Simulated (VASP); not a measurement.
Write the native input for VASP 6.6.1 that does the following.

```yaml
Task: single point
Functional: r2SCAN
Potentials_or_basis: VASP PAW PBE potentials, release 64 (Zn, Cu)
Cutoff: 520 eV
k_mesh: 14 × 14 × 14
Occupations: gaussian, width 0.1 eV
Spin: no spin polarisation
Dipole_correction: no
Further_INCAR_settings: ALGO = Normal; EDIFF = 1e-06; NBANDS = 18
```

The system is ZnCu.

```
Zn Cu
1.0
     2.91869    0.00000    0.00000
     0.00000    2.91869    0.00000
     0.00000    0.00000    2.91869
Zn Cu
1 1
Direct
  0.50000 0.50000 0.50000
  0.00000 0.00000 0.00000
```

The input as run:

POSCAR

```
ZnCu
1.0
    2.9186872567      0.0000000000      0.0000000000
    0.0000000000      2.9186872567      0.0000000000
    0.0000000000      0.0000000000      2.9186872567
Zn Cu
1 1
Direct
    0.5000000000      0.5000000000      0.5000000000
    0.0000000000      0.0000000000      0.0000000000
```

INCAR.step1

```
PREC = Accurate
ENCUT = 520
ISMEAR = 0
SIGMA = 0.1
LREAL = F
LASPH = T
NELM = 80
NBANDS = 18
GGA = PE
ALGO = Normal
EDIFF = 1E-4
LWAVE = T
LCHARG = F
```

INCAR.step2

```
PREC = Accurate
ENCUT = 520
EDIFF = 1E-6
ISMEAR = 0
SIGMA = 0.1
LREAL = F
LASPH = T
NELM = 80
ALGO = Normal
ISIF = 2
LWAVE = F
LCHARG = F
METAGGA = R2SCAN
LMIXTAU = T
NBANDS = 18
ISTART = 1
```

KPOINTS

```
Automatic mesh
0
Gamma
  14 14 14
```

Potentials or basis: VASP PAW PBE potentials, release 64 (Zn, Cu).

Command:

```console
$ cat potpaw_PBE.64/Zn/POTCAR potpaw_PBE.64/Cu/POTCAR > POTCAR
$ cp INCAR.step1 INCAR
$ mpirun -np 1 vasp_std > vasp.out
$ cp INCAR.step2 INCAR
$ mpirun -np 1 vasp_std > vasp.out
```

Results of the run:

- Pressure: 0.7 GPa
- Band gap on the k mesh: none (metal or under the smearing width)

Caveat: the PAW data sets were made with another functional, which shifts forces and pressure a little.

It took 110 s on 1 thread of AMD EPYC 9R45 (Zen 5), with other jobs on the host, peak memory 0.15 GiB.
